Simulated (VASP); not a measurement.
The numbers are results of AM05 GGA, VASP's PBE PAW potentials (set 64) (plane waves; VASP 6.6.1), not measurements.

Input for VASP

File KPOINTS:
```
Automatic mesh
0
Gamma
10 10 10
0 0 0
```

### POSCAR
```
BAs
1
    0.0000000000     2.3635633046     2.3635633046
    2.3635633046     0.0000000000     2.3635633046
    2.3635633046     2.3635633046     0.0000000000
B As
1 1
Direct
  0.0000000000   0.0000000000   0.0000000000
  0.2500000000   0.2500000000   0.2500000000
```

INCAR:
```
ALGO = Normal
EDIFF = 1E-7
ENCUT = 520
GGA = AM
ISIF = 2
ISMEAR = 0
LASPH = .TRUE.
LCHARG = .FALSE.
LMAXMIX = 4
LREAL = .FALSE.
LWAVE = .FALSE.
NELM = 100
PREC = Accurate
SIGMA = 0.05
SYSTEM = BAs
```

POTCAR, in this order: B As (PBE.64 set). Program: vasp_std.

What VASP printed:

OSZICAR:
```
       N       E                     dE             d eps       ncg     rms          rms(c)
DAV:   1     0.121438486549E+02    0.12144E+02   -0.40384E+03   752   0.892E+02
DAV:   2    -0.122132394311E+02   -0.24357E+02   -0.23437E+02  1144   0.110E+02
DAV:   3    -0.125048733345E+02   -0.29163E+00   -0.29163E+00   880   0.162E+01
DAV:   4    -0.125052808591E+02   -0.40752E-03   -0.40752E-03  1088   0.637E-01
DAV:   5    -0.125052809564E+02   -0.97249E-07   -0.97191E-07   880   0.775E-03    0.503E+00
DAV:   6    -0.119537597958E+02    0.55152E+00   -0.15822E+00   760   0.649E+00    0.255E+00
DAV:   7    -0.118838475494E+02    0.69912E-01   -0.22247E-01  1056   0.280E+00    0.923E-01
DAV:   8    -0.118766659623E+02    0.71816E-02   -0.19717E-02   792   0.100E+00    0.112E-01
DAV:   9    -0.118770292425E+02   -0.36328E-03   -0.63235E-04  1008   0.208E-01    0.601E-02
DAV:  10    -0.118772267198E+02   -0.19748E-03   -0.31744E-04   904   0.134E-01    0.170E-02
DAV:  11    -0.118772308217E+02   -0.41019E-05   -0.15589E-05  1088   0.286E-02    0.123E-02
DAV:  12    -0.118772309235E+02   -0.10181E-06   -0.24551E-06   816   0.129E-02    0.260E-03
DAV:  13    -0.118772309764E+02   -0.52881E-07   -0.47868E-08   776   0.180E-03
   1 F= -.11877231E+02 E0= -.11877231E+02  d E =-.249985E-17
```

File OUTCAR:
```
------------------------ aborting loop because EDIFF is reached ----------------------------------------
  FORCE on cell =-STRESS in cart. coord.  units (eV):
  Direction    XX          YY          ZZ          XY          YZ          ZX
  --------------------------------------------------------------------------------------
  Total        0.7479477      0.7479477      0.7479477     -0.0000000     -0.0000000      0.0000000
  in kB       45.3784962     45.3784962     45.3784962     -0.0000000     -0.0000000      0.0000000
  external PRESSURE =      45.3784962 kB  Pullay stress =       0.0000000 kB
  volume of cell :       26.41
      direct lattice vectors                 reciprocal lattice vectors
     0.000000000  2.363563305  2.363563305    -0.211545000  0.211545000  0.211545000
     2.363563305  0.000000000  2.363563305     0.211545000 -0.211545000  0.211545000
     2.363563305  2.363563305  0.000000000     0.211545000  0.211545000 -0.211545000
  FREE ENERGIE OF THE ION-ELECTRON SYSTEM (eV)
  ---------------------------------------------------
  free  energy   TOTEN  =       -11.8772309764 eV

  energy  without entropy=      -11.8772309764  energy(sigma->0) =      -11.87723098
```
(Selected blocks of OUTCAR.)

**OUTCAR**
```
 val. band max:        6.4296589200   @ k =   0.0000   0.0000   0.0000

 cond. band min:       7.5080533825   @ k =   0.4000   0.4000   0.0000


 Fermi energy:         6.7087335247

 k-point     1 :       0.0000    0.0000    0.0000
  band No.  band energies     occupation
      1      -9.2841      2.00000
      2       6.4297      2.00000
      3       6.4297      2.00000
      4       6.4297      2.00000
      5       9.6980      0.00000
      6       9.6980      0.00000
      7       9.6980      0.00000
      8      11.5628      0.00000

 k-point     2 :       0.1000    0.0000    0.0000
  band No.  band energies     occupation
      1      -9.1149      2.00000
      2       5.0058      2.00000
      3       6.1125      2.00000
      4       6.1125      2.00000
      5       9.9230      0.00000
      6      10.1134      0.00000
      7      10.1134      0.00000
      8      12.3579      0.00000

 k-point     3 :       0.2000    0.0000    0.0000
  band No.  band energies     occupation
      1      -8.6153      2.00000
      2       2.5807      2.00000
      3       5.5149      2.00000
      4       5.5149      2.00000
      5       9.7764      0.00000
      6      10.8497      0.00000
      7      10.8497      0.00000
      8      13.8799      0.00000

 k-point     4 :       0.3000    0.0000    0.0000
  band No.  band energies     occupation
      1      -7.8200      2.00000
      2       0.2230      2.00000
      3       4.9905      2.00000
      4       4.9905      2.00000
      5       9.5326      0.00000
      6      11.2385      0.00000
      7      11.2385      0.00000
      8      15.0117      0.00000

 k-point     5 :       0.4000    0.0000    0.0000
  band No.  band energies     occupation
      1      -6.8597      2.00000
      2      -1.7191      2.00000
      3       4.6553      2.00000
      4       4.6553      2.00000
      5       9.3646      0.00000
      6      11.2378      0.00000
      7      11.2378      0.00000
...
```

The compound is BAs in the zinc blende structure. This cell is one point of a volume scan, at 0.97 of the reference volume.
